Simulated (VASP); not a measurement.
# K3Ca3Se: single point with PBE

The system is K3Ca3Se.

```xyz
7
Lattice="6.0409 0.0000 0.0000 0.0000 6.0409 0.0000 0.0000 0.0000 6.0409" Properties=species:S:1:pos:R:3 pbc="T T T"
K     0.0000    3.0205    3.0205
K     3.0205    3.0205    0.0000
K     3.0205    0.0000    3.0205
Ca    0.0000    3.0205    0.0000
Ca    3.0205    0.0000    0.0000
Ca    0.0000    0.0000    3.0205
Se    3.0205    3.0205    3.0205
```

The cell was built by a generator and needn't be a form met in nature.

The cell isn't the ideal one: species swapped into the Ce3GaBr3 type (Pm-3m, No. 221).

```json
{"Program": "VASP 6.6.1", "Task": "single point", "Functional": "PBE", "Potentials or basis": "VASP PAW PBE potentials, release 64 (K_sv, Ca_sv, Se)", "Cutoff": "520 eV", "k mesh": "4 × 4 × 4", "Occupations": "gaussian, width 0.1 eV", "Spin": "no spin polarisation", "Dipole correction": "no", "Further INCAR settings": "ALGO = Normal; EDIFF = 1e-07; NBANDS = 40"}
```

The pressure is 7.5 GPa and the band gap on the k mesh is none (metal or under the smearing width).

Levels at points of the mesh, in eV from the Fermi level:
```
           k point  band 29  band 30  band 31  band 32  band 33  band 34  band 35  band 36
(0.00, 0.00, 0.00)    -2.24    -0.24    -0.24    -0.24     0.22     0.22     0.93     1.25
(0.50, 0.00, 0.00)    -1.36    -1.33     0.22     0.22     0.33     0.44     1.04     1.07
(0.50, 0.50, 0.00)    -1.21    -0.31    -0.31    -0.02     0.56     1.11     1.11     1.38
(0.50, 0.50, 0.50)    -0.70    -0.54    -0.54    -0.54     0.75     1.57     1.57     1.57
```

It took 2.4 min on 1 thread of Intel(R) Xeon(R) Platinum 8375C CPU @ 2.90GHz (Ice Lake) (shared host), peak memory 0.37 GiB.
